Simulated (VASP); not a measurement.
# A VASP study of MnAlGe (PBEsol): structure first, properties next

Aim: relax MnAlGe, then compute properties on the relaxed cell. The steps: magnetic order: ferromagnetic, magnetic order: antiferromagnetic within the cell, magnetic order: antiferromagnetic, q = (0, 0, 1/2), magnetic order: antiferromagnetic, q = (1/2, 1/2, 1/2), magnetic order: antiferromagnetic, q = (1/2, 1/2, 0), the orders side by side, full relaxation (PBEsol), second relaxation, single point with fields (PBEsol), band structure (PBEsol), density of states (PBEsol), band structure (PBEsol + SOC), zone-centre phonons (PBEsol) and optical spectrum (PBEsol). The start is a cell from a database of measured crystal structures.

Calculated with VASP 6.6.1; PBEsol, spin-polarised from a ferromagnetic start; plane waves and PAW (Mn_pv, Al, Ge_d), in the first sound run; inputs show where later runs differ.

Most raw output is cut from this account.

### 1. The starting structure

Symmetry: P4/nmm, No. 129, tetragonal system. Conventional cell: a = 3.914 Å, b = 3.914 Å, c = 5.933 Å, α = 90.00°, β = 90.00°, γ = 90.00°. Nearest to Mn lie 4 Al at 2.54 Å and 4 Ge at 2.57 Å and 4 Mn at 2.77 Å. Nearest to Al lie 4 Mn at 2.54 Å and 5 Ge at 2.65 to 2.77 Å. Nearest to Ge lie 4 Mn at 2.57 Å and 5 Al at 2.65 to 2.77 Å. Farther neighbours are not listed.

As a file:

```xyz
6
Lattice="3.9140 0.0000 0.0000 0.0000 3.9140 0.0000 0.0000 0.0000 5.9330" Properties=species:S:1:pos:R:3 pbc="T T T"
Mn    0.0000    0.0000    0.0000
Mn    1.9570    1.9570    0.0000
Al    1.9570    0.0000    4.3133
Al    0.0000    1.9570    1.6197
Ge    1.9570    0.0000    1.6612
Ge    0.0000    1.9570    4.2718
```

### 2. Magnetic order: ferromagnetic

The properties of a magnet depend on its order, so a few collinear patterns are compared first on the cell as listed, beginning with all moments parallel. PBEsol restores the gradient expansion of exchange and is tuned for the cells of solids.

Contents of INCAR:

```
SYSTEM = MnAlGe
PREC = Accurate
ENCUT = 410
EDIFF = 1E-06
NELM = 100
ISMEAR = 1
SIGMA = 0.2
LREAL = .FALSE.
ALGO = Normal
GGA = PS
NBANDS = 45
ISPIN = 2
MAGMOM = 4 4 0 0 0 0
LASPH = .TRUE.
LMAXMIX = 4
LORBIT = 11
LWAVE = .FALSE.
LCHARG = .FALSE.
KPAR = 8
ISIF = 2
```

Contents of POSCAR:

```
MnAlGe
1.0
    3.9140000000      0.0000000000      0.0000000000
    0.0000000000      3.9140000000      0.0000000000
    0.0000000000      0.0000000000      5.9330000000
Mn Al Ge
2 2 2
Direct
    0.0000000000      0.0000000000      0.0000000000
    0.5000000000      0.5000000000      0.0000000000
    0.5000000000      0.0000000000      0.7270000000
    0.0000000000      0.5000000000      0.2730000000
    0.5000000000      0.0000000000      0.2800000000
    0.0000000000      0.5000000000      0.7200000000
```

Contents of KPOINTS:

```
Automatic mesh
0
Gamma
6 6 4
0 0 0
```

The projector-augmented-wave data sets are Mn_pv, Al and Ge_d (PBE family, release 64).

Run with:

```console
$ mpirun -np 8 vasp_std
```

Run time: 21 s. Hardware: 8 MPI ranks of Intel Xeon Platinum 8488C (Sapphire Rapids), shared host; peak memory 2.4 GiB.

The k-mesh is coarse for a metal. The PAW data sets were made with PBE, which is usual practice but a small mismatch for other functionals. At this level the cell is under a tension of 6.2 GPa, so at these settings it is away from equilibrium.

Numbers from this step:

| Property | Result |
| --- | --- |
| SCF cycles | 15 |
| electrons | 60 |
| bands | 45 |
| irreducible k-points | 30 |
| symmetry operations | 16 |
| free energy (TOTEN) | -38.66 eV |
| energy at zero smearing | -38.65 eV |
| Fermi energy | 8.121 eV |
| pressure | -6.150 GPa |
| moment of the cell, from the last line of the log | 3.453 μB |
| metallic | yes |

Spin moment in the PAW sphere by atom:

```
atom  spin moment in the PAW sphere (μB)
 Mn1                                1.78
 Mn2                                1.78
 Al3                               -0.02
 Al4                               -0.02
 Ge5                               -0.06
 Ge6                               -0.06
```

Force by atom:

```
atom  x (eV/Å)  y (eV/Å)  z (eV/Å)   size
 Mn1     0.000     0.000     0.000  0.000
 Mn2     0.000     0.000     0.000  0.000
 Al3     0.000     0.000    -0.763  0.763
 Al4     0.000     0.000     0.763  0.763
 Ge5     0.000     0.000    -0.040  0.040
 Ge6     0.000     0.000     0.040  0.040
```

The run ends ferromagnetic with a largest moment of 1.78 μB, and the mesh shows no gap.

### 3. Magnetic order: antiferromagnetic within the cell

This step: PBEsol, spin-polarised from an antiferromagnetic start; plane waves and PAW (Mn_pv, Al, Ge_d) (VASP 6.6.1).

Next, a pattern with opposite moments.

Changes to INCAR since step 2:

```diff
@@ -10,5 +10,5 @@
 GGA = PS
-NBANDS = 45
+NBANDS = 40
 ISPIN = 2
-MAGMOM = 4 4 0 0 0 0
+MAGMOM = 4 -4 0 0 0 0
 LASPH = .TRUE.
```

POSCAR is that of step 2.

KPOINTS is that of step 2.

Run with:

```console
$ mpirun -np 8 vasp_std
```

Run time: 21 s. Hardware: 8 MPI ranks; peak memory 2.3 GiB.

At this level the cell is under a tension of 3.6 GPa, so at these settings it is away from equilibrium.

This step gave:

| Item | Value |
| --- | --- |
| SCF cycles | 16 |
| bands | 40 |
| free energy (TOTEN) | -38.32 eV |
| energy at zero smearing | -38.32 eV |
| Fermi energy | 8.059 eV |
| pressure | -3.586 GPa |

Spin moment in the PAW sphere by atom:

```
atom  spin moment in the PAW sphere (μB)
 Mn1                                2.15
 Mn2                               -2.15
 Al3                                0.00
 Al4                                0.00
 Ge5                                0.00
 Ge6                                0.00
```

Force by atom:

```
atom  x (eV/Å)  y (eV/Å)  z (eV/Å)   size
 Mn1     0.000     0.000     0.000  0.000
 Mn2     0.000     0.000     0.000  0.000
 Al3     0.000     0.000    -0.891  0.891
 Al4     0.000     0.000     0.891  0.891
 Ge5     0.000     0.000    -0.046  0.046
 Ge6     0.000     0.000     0.046  0.046
```

The energy lies +55.0 meV an atom from the first pattern. The run ends antiferromagnetic with a largest moment of 2.15 μB, and the mesh shows no gap.

### 4. Magnetic order: antiferromagnetic, q = (0, 0, 1/2)

System of this step: MnAlGe. Symmetry: P4/nmm, No. 129, tetragonal system. The conventional cell has a = 3.914 Å, b = 3.914 Å, c = 5.933 Å, α = 90.00°, β = 90.00°, γ = 90.00°. Nearest to Mn lie 4 Al at 2.54 Å and 4 Ge at 2.57 Å and 4 Mn at 2.77 Å. Nearest to Al lie 4 Mn at 2.54 Å and 5 Ge at 2.65 to 2.77 Å. Nearest to Ge lie 4 Mn at 2.57 Å and 5 Al at 2.65 to 2.77 Å. Farther neighbours are not listed.

Next, a pattern with opposite moments, which needs a doubled cell; q is given in the reciprocal vectors of the primitive cell.

Changes to INCAR since step 3:

```diff
@@ -10,5 +10,5 @@
 GGA = PS
-NBANDS = 40
+NBANDS = 80
 ISPIN = 2
-MAGMOM = 4 -4 0 0 0 0
+MAGMOM = 4 -4 4 -4 0 0 0 0 0 0 0 0
 LASPH = .TRUE.
```

Contents of POSCAR:

```
MnAlGe
1.0
    3.9140000000      0.0000000000      0.0000000000
    0.0000000000      3.9140000000      0.0000000000
    0.0000000000      0.0000000000     11.8660000000
Mn Al Ge
4 4 4
Direct
    0.0000000000      0.0000000000      0.0000000000
    0.0000000000      0.0000000000      0.5000000000
    0.5000000000      0.5000000000      0.0000000000
    0.5000000000      0.5000000000      0.5000000000
    0.5000000000      0.0000000000      0.3635000000
    0.5000000000      0.0000000000      0.8635000000
    0.0000000000      0.5000000000      0.1365000000
    0.0000000000      0.5000000000      0.6365000000
    0.5000000000      0.0000000000      0.1400000000
    0.5000000000      0.0000000000      0.6400000000
    0.0000000000      0.5000000000      0.3600000000
    0.0000000000      0.5000000000      0.8600000000
```

Contents of KPOINTS:

```
Automatic mesh
0
Gamma
6 6 2
0 0 0
```

Run with:

```console
$ mpirun -np 8 vasp_std
```

It took 74 s on 8 MPI ranks; peak memory 3.9 GiB.

This step gave:

| Property | Result |
| --- | --- |
| SCF cycles | 17 |
| electrons | 120 |
| bands | 80 |
| irreducible k-points | 20 |
| free energy (TOTEN) | -77.2765 eV |
| energy at zero smearing | -77.2743 eV |
| Fermi energy | 8.11 eV |
| pressure | -6.210 GPa |

Spin moment in the PAW sphere by atom:

```
atom  spin moment in the PAW sphere (μB)
 Mn1                                1.77
 Mn2                               -1.77
 Mn3                                1.77
 Mn4                               -1.77
 Al5                                0.02
 Al6                               -0.02
 Al7                               -0.02
 Al8                                0.02
 Ge9                               -0.04
Ge10                                0.04
Ge11                                0.04
Ge12                               -0.04
```

Force by atom:

```
atom  x (eV/Å)  y (eV/Å)  z (eV/Å)   size
 Mn1     0.000     0.000     0.000  0.000
 Mn2     0.000     0.000     0.000  0.000
 Mn3     0.000     0.000     0.000  0.000
 Mn4     0.000     0.000     0.000  0.000
 Al5     0.000     0.000    -0.753  0.753
 Al6     0.000     0.000    -0.753  0.753
 Al7     0.000     0.000     0.753  0.753
 Al8     0.000     0.000     0.753  0.753
 Ge9     0.000     0.000    -0.039  0.039
Ge10     0.000     0.000    -0.039  0.039
Ge11     0.000     0.000     0.039  0.039
Ge12     0.000     0.000     0.039  0.039
```

The energy lies +2.8 meV an atom from the first pattern. The run ends antiferromagnetic with a largest moment of 1.77 μB, and the mesh shows no gap.

### 5. Magnetic order: antiferromagnetic, q = (1/2, 1/2, 1/2)

INCAR is that of step 4.

Contents of POSCAR:

```
MnAlGe
1.0
    7.8280000000      0.0000000000      0.0000000000
    3.9140000000      3.9140000000      0.0000000000
    3.9140000000      0.0000000000      5.9330000000
Mn Al Ge
4 4 4
Direct
    0.0000000000      0.0000000000      0.0000000000
    0.5000000000      0.0000000000      0.0000000000
    0.0000000000      0.5000000000      0.0000000000
    0.5000000000      0.5000000000      0.0000000000
    0.8865000000      0.0000000000      0.7270000000
    0.3865000000      0.0000000000      0.7270000000
    0.6135000000      0.5000000000      0.2730000000
    0.1135000000      0.5000000000      0.2730000000
    0.1100000000      0.0000000000      0.2800000000
    0.6100000000      0.0000000000      0.2800000000
    0.3900000000      0.5000000000      0.7200000000
    0.8900000000      0.5000000000      0.7200000000
```

Contents of KPOINTS:

```
Automatic mesh
0
Gamma
6 6 6
0 0 0
```

Run with:

```console
$ mpirun -np 8 vasp_std
```

The job ended after 3.2 min (8 MPI ranks; peak memory 6.8 GiB; 26 min of CPU time).

At this level the cell is under a tension of 6.0 GPa, so at these settings it is away from equilibrium.

This step gave:

| Item | Value |
| --- | --- |
| SCF cycles | 16 |
| irreducible k-points | 46 |
| symmetry operations | 8 |
| free energy (TOTEN) | -76.8394 eV |
| energy at zero smearing | -76.8286 eV |
| Fermi energy | 7.880 eV |
| pressure | -5.986 GPa |

Spin moment in the PAW sphere by atom:

```
atom  spin moment in the PAW sphere (μB)
 Mn1                                1.72
 Mn2                               -1.72
 Mn3                                1.72
 Mn4                               -1.72
 Al5                                0.00
 Al6                                0.00
 Al7                                0.00
 Al8                                0.00
 Ge9                                0.00
Ge10                                0.00
Ge11                                0.00
Ge12                                0.00
```

Force by atom:

```
atom  x (eV/Å)  y (eV/Å)  z (eV/Å)   size
 Mn1     0.000     0.000     0.000  0.000
 Mn2     0.000     0.000     0.000  0.000
 Mn3     0.000     0.000     0.000  0.000
 Mn4     0.000     0.000     0.000  0.000
 Al5     0.000     0.000    -0.564  0.564
 Al6     0.000     0.000    -0.564  0.564
 Al7     0.000     0.000     0.564  0.564
 Al8     0.000     0.000     0.564  0.564
 Ge9     0.000     0.000    -0.334  0.334
Ge10     0.000     0.000    -0.334  0.334
Ge11     0.000     0.000     0.334  0.334
Ge12     0.000     0.000     0.334  0.334
```

The energy lies +39.9 meV an atom from the first pattern. The run ends antiferromagnetic with a largest moment of 1.72 μB, and the mesh shows no gap.

### 6. Magnetic order: antiferromagnetic, q = (1/2, 1/2, 0)

INCAR is that of step 5.

Contents of POSCAR:

```
MnAlGe
1.0
    7.8280000000      0.0000000000      0.0000000000
    3.9140000000      3.9140000000      0.0000000000
    0.0000000000      0.0000000000      5.9330000000
Mn Al Ge
4 4 4
Direct
    0.0000000000      0.0000000000      0.0000000000
    0.5000000000      0.0000000000      0.0000000000
    0.0000000000      0.5000000000      0.0000000000
    0.5000000000      0.5000000000      0.0000000000
    0.2500000000      0.0000000000      0.7270000000
    0.7500000000      0.0000000000      0.7270000000
    0.7500000000      0.5000000000      0.2730000000
    0.2500000000      0.5000000000      0.2730000000
    0.2500000000      0.0000000000      0.2800000000
    0.7500000000      0.0000000000      0.2800000000
    0.7500000000      0.5000000000      0.7200000000
    0.2500000000      0.5000000000      0.7200000000
```

Contents of KPOINTS:

```
Automatic mesh
0
Gamma
6 6 4
0 0 0
```

Run with:

```console
$ mpirun -np 8 vasp_std
```

Wall time 2.8 min (8 MPI ranks); peak memory 6.4 GiB; 22 min of CPU time.

This step gave:

| Quantity | Value |
| --- | --- |
| irreducible k-points | 48 |
| free energy (TOTEN) | -76.8196 eV |
| energy at zero smearing | -76.8111 eV |
| Fermi energy | 7.896 eV |
| pressure | -6.220 GPa |

Spin moment in the PAW sphere by atom:

```
atom  spin moment in the PAW sphere (μB)
 Mn1                                1.66
 Mn2                               -1.66
 Mn3                                1.66
 Mn4                               -1.66
 Al5                                0.00
 Al6                                0.00
 Al7                                0.00
 Al8                                0.00
 Ge9                                0.00
Ge10                                0.00
Ge11                                0.00
Ge12                                0.00
```

Force by atom:

```
atom  x (eV/Å)  y (eV/Å)  z (eV/Å)   size
 Mn1     0.000     0.000     0.000  0.000
 Mn2     0.000     0.000     0.000  0.000
 Mn3     0.000     0.000     0.000  0.000
 Mn4     0.000     0.000     0.000  0.000
 Al5     0.000     0.000    -0.493  0.493
 Al6     0.000     0.000    -0.493  0.493
 Al7     0.000     0.000     0.493  0.493
 Al8     0.000     0.000     0.493  0.493
 Ge9     0.000     0.000    -0.400  0.400
Ge10     0.000     0.000    -0.400  0.400
Ge11     0.000     0.000     0.400  0.400
Ge12     0.000     0.000     0.400  0.400
```

The energy lies +41.4 meV an atom from the first pattern. The run ends antiferromagnetic with a largest moment of 1.66 μB, and the mesh shows no gap.

### 7. The orders side by side

This step: collinear orders at PBEsol; plane waves and PAW (VASP 6.6.1).

This step runs nothing: it gathers the runs above.

Patterns, by row:

```
                                 start  atoms  energy less that of the first (meV/atom)  largest site moment (μB)          end state
                         ferromagnetic      6                                         0                      1.78      ferromagnetic
     antiferromagnetic within the cell      6                                        55                      2.15  antiferromagnetic
    antiferromagnetic, q = (0, 0, 1/2)     12                                       2.8                      1.77  antiferromagnetic
antiferromagnetic, q = (1/2, 1/2, 1/2)     12                                      39.9                      1.72  antiferromagnetic
  antiferromagnetic, q = (1/2, 1/2, 0)     12                                      41.4                      1.66  antiferromagnetic
```

The session goes on in the lowest magnetic state found: ferromagnetic. The next one lies 2.8 meV an atom higher. Differences this small don't decide the order on unrelaxed cells.

### 8. Full relaxation (PBEsol)

This step: PBEsol, spin-polarised from a ferromagnetic start; plane waves and PAW (Mn_pv, Al, Ge_d) (VASP 6.6.1).

System of this step: MnAlGe. Symmetry: P4/nmm, No. 129, tetragonal system. The conventional cell has a = 3.914 Å, b = 3.914 Å, c = 5.933 Å, α = 90.00°, β = 90.00°, γ = 90.00°. Nearest to Mn lie 4 Al at 2.54 Å and 4 Ge at 2.57 Å and 4 Mn at 2.77 Å. Nearest to Al lie 4 Mn at 2.54 Å and 5 Ge at 2.65 to 2.77 Å. Nearest to Ge lie 4 Mn at 2.57 Å and 5 Al at 2.65 to 2.77 Å. Farther neighbours are not listed.

The start need not lie at this functional's minimum. ISIF = 3 frees volume, shape and positions, and EDIFFG sets the threshold on forces and stress at which the search stops.

Changes to INCAR since step 6:

```diff
@@ -10,5 +10,5 @@
 GGA = PS
-NBANDS = 80
+NBANDS = 42
 ISPIN = 2
-MAGMOM = 4 -4 4 -4 0 0 0 0 0 0 0 0
+MAGMOM = 1.78 1.78 -0.02 -0.02 -0.06 -0.06
 LASPH = .TRUE.
@@ -19,2 +19,5 @@
 KPAR = 8
-ISIF = 2
+IBRION = 2
+NSW = 60
+ISIF = 3
+EDIFFG = -0.01
```

Contents of POSCAR:

```
MnAlGe
1.0
    3.9140000000      0.0000000000      0.0000000000
    0.0000000000      3.9140000000      0.0000000000
    0.0000000000      0.0000000000      5.9330000000
Mn Al Ge
2 2 2
Direct
    0.0000000000      0.0000000000      0.0000000000
    0.5000000000      0.5000000000      0.0000000000
    0.5000000000      0.0000000000      0.7270000000
    0.0000000000      0.5000000000      0.2730000000
    0.5000000000      0.0000000000      0.2800000000
    0.0000000000      0.5000000000      0.7200000000
```

KPOINTS is that of step 6.

Run with:

```console
$ mpirun -np 8 vasp_std
```

Wall time 2.9 min (8 MPI ranks); peak memory 2.5 GiB.

The magnetic order is the lowest of the few collinear ones that converged above; longer or canted patterns were not tried. The run keeps the 16 symmetry operations of its start, so it cannot find a distortion of lower symmetry.

Step by step:

```
step  energy less that of the first step (eV)  largest force (eV/Å)  pressure (GPa)  volume (Å³)
   1                                   0.0000                0.7628           -6.14        90.89
   2                                  -0.1026                0.7541            5.15        83.47
   3                                  -0.1287                0.7767            1.30        85.65
   4                                  -0.1739                0.3152            0.70        85.67
   5                                  -0.1812                0.3610            0.53        85.68
   6                                  -0.1985                0.1494           -0.54        86.30
   7                                  -0.1994                0.0919           -0.83        86.48
   8                                  -0.2011                0.0408            0.60        85.62
   9                                  -0.2017                0.0420            0.13        85.90
  10                                  -0.2022                0.0230            0.08        85.93
  11                                  -0.2023                0.0232            0.10        85.93
  12                                  -0.2023                0.0079           -0.10        86.06
```

```
conventional cell, symmetrised  before  after  change
                         a (Å)   3.914  3.841  -1.9 %
                         b (Å)   3.914  3.841  -1.9 %
                         c (Å)   5.933  5.832  -1.7 %
              volume (Å³/atom)   15.15  14.34  -5.3 %
```

The atoms that moved most (Å, as changes of fractional coordinates times the final cell):

```
atom     dx     dy      dz  length
 Al4  0.000  0.000   0.123   0.123
 Al3  0.000  0.000  -0.123   0.123
 Ge6  0.000  0.000   0.036   0.036
 Ge5  0.000  0.000  -0.036   0.036
```

The relaxed structure:

```
Mn Al Ge
1.0
     3.84134    0.00000    0.00000
     0.00000    3.84134    0.00000
     0.00000    0.00000    5.83250
Mn Al Ge
2 2 2
Cartesian
  0.0000 0.0000 0.0000
  1.9207 1.9207 0.0000
  1.9207 0.0000 4.1170
  0.0000 1.9207 1.7155
  1.9207 0.0000 1.5974
  0.0000 1.9207 4.2351
```

This step gave:

```
electrons                                         : 60
bands                                             : 42
irreducible k-points                              : 30
symmetry operations                               : 16
free energy (TOTEN)                               : -38.86 eV
energy at zero smearing                           : -38.86 eV
Fermi energy                                      : 8.844 eV
pressure                                          : -0.1028 GPa
moment of the cell, from the last line of the log : 3.566 μB
SCF cycles over all ionic steps                   : 106
```

Spin moment in the PAW sphere by atom:

```
atom  spin moment in the PAW sphere (μB)
 Mn1                                1.81
 Mn2                                1.81
 Al3                               -0.02
 Al4                               -0.02
 Ge5                               -0.05
 Ge6                               -0.05
```

It ends with a largest force of 0.008 eV/Å and a pressure of -0.10 GPa.

[end of part 1 of 3]

[Lines on the potential files, build, host, timing and source positions are cut from VASP's logs without a mark.]

[Logs are printed without paths, hosts, clocks, repeated set-up lines and the standing remarks that a program may print on its own settings, such as how far it seeks lower states.]

[Hosts, paths, dates, database ids (printed as entryN), source tags and the programs' standing remarks are cut or masked in the printed files.]

[A measured line is paired with the nearest computed mode of its activity, which favours agreement.]
